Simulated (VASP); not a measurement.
**Si2WC3: relaxation of cell and atoms with PBE**

Si2WC3:

```
Si W C
1.0
     4.00219    0.00000    0.00000
    -2.00109    3.46600    0.00000
     0.00000    0.00000    6.66511
Si W C
2 1 3
Direct
  0.33333 0.66667 0.00000
  0.66667 0.33333 0.00000
  0.00000 0.00000 0.50000
  0.00000 0.00000 0.78878
  0.00000 0.00000 0.21122
  0.00000 0.00000 0.00000
```

The cell was built by a generator and needn't be a form met in nature.

```json
{
 "Program": "VASP 6.6.1",
 "Task": "relaxation of cell and atoms",
 "Functional": "PBE",
 "Potentials or basis": "VASP PAW PBE potentials, release 64 (Si, W_sv, C)",
 "Cutoff": "520 eV",
 "k mesh": "5 × 5 × 3",
 "Occupations": "gaussian, width 0.15 eV",
 "Spin": "no spin polarisation",
 "Further INCAR settings": "PREC = Normal; ALGO = Fast; EDIFF = 0.0001; IBRION = 2; EDIFFG = -0.08; NSW = 24; ISIF = 3"
}
```

```
Relaxed volume                         : 17.65 Å³/atom
Relaxed cell                           : a = 4.301 Å, b = 4.301 Å, c = 6.609 Å, α = 90.00°, β = 90.00°, γ = 120.00°
Space group after relaxing (to 0.05 Å) : P6/mmm (No. 191)
Energy gained by relaxing              : 116.7 meV/atom
Ionic steps                            : 10
Pressure after relaxing                : 0.0 GPa
Largest force after relaxing           : 0.012 eV/Å
Band gap on the k mesh                 : none (metal or under the smearing width)
```

Forces in eV/Å, atoms in the order of the input:
```
Si   0.000  0.000  0.000
Si   0.000  0.000  0.000
W    0.000  0.000  0.000
C    0.000  0.000  0.012
C    0.000  0.000 -0.012
C    0.000  0.000  0.000
```

The path:
```
step  energy change (eV)  largest force (eV/Å)  pressure (GPa)  volume (Å³)
   1              0.0000                3.4158            5.55        92.46
   2              0.0894                8.0204            8.79        99.70
   3             -0.4594                1.2168            5.75        96.19
   4             -0.6825                0.3206           -1.07       105.84
   5             -0.6829                0.2787           -1.28       106.26
   6             -0.6673                0.2139            2.24       105.21
   7             -0.6954                0.1139            0.12       105.84
   8             -0.6998                0.0977            0.12       105.83
   9             -0.6994                0.1972           -0.04       105.97
  10             -0.7000                0.0123           -0.03       105.88
```

Final structure:
```
Si W C
1.0
     4.30109    0.00000    0.00000
    -2.15054    3.72485    0.00000
     0.00000    0.00000    6.60891
Si W C
2 1 3
Cartesian
  0.0000 2.4832 0.0000
  2.1505 1.2416 0.0000
  0.0000 0.0000 3.3045
  4.3011 0.0000 5.2851
  -2.1505 3.7249 1.3238
  0.0000 0.0000 0.0000
```

Levels at points of the mesh, in eV from the Fermi level:
| k point | band 15 | band 16 | band 17 | band 18 | band 19 | band 20 |
| --- | --- | --- | --- | --- | --- | --- |
| (0.00, 0.00, 0.00) | -2.32 | -2.17 | -1.32 | -0.49 | 0.00 | 0.00 |

Run time: 50 s on 1 thread of Intel(R) Xeon(R) Platinum 8488C (Sapphire Rapids), with other jobs on the host, peak memory 0.17 GiB.

Caveat: the k mesh is coarse (spacing up to 0.36 Å⁻¹), so the values aren't converged; the relaxation stopped at a loose force limit of 0.08 eV/Å, so its end isn't a converged minimum. Spin-orbit coupling is left out, which matters for the levels of W.
